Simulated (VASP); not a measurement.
Consider the following.

```xyz
2
Lattice="0.0000 3.0144 3.0144 3.0144 0.0000 3.0144 3.0144 3.0144 0.0000" Properties=species:S:1:pos:R:3 pbc="T T T"
Te     0.0000     0.0000     0.0000
W      3.0144     3.0144     3.0144
```

All values below come from PBE GGA + U (Dudarev), VASP's PBE PAW potentials (set 64) (plane waves; VASP). Numerical set-up: 400 eV cut-off, 7×7×7 Γ-centred mesh, Gaussian smearing of 0.050 eV, potentials Te W_sv, U − J: W 2.00 eV.

**Question.** Give the stress tensor in GPa (positive for a compressed cell).

**Answer.** 
```
-14.81    0.00    0.00
  0.00  -14.81    0.00
  0.00    0.00  -14.81
```
The pressure is its mean diagonal, -14.81 GPa.

The structure was generated: TeW was put into the rocksalt type (Fm-3m), which need not be its known phase. The cell was not relaxed at this level. The run is one of a series of settings (LDAU = .TRUE., LDAUJ = 0 0, LDAUL = -1 2, LDAUTYPE = 2, LDAUU = 0 2.0 against the base run), some of them coarse on purpose.
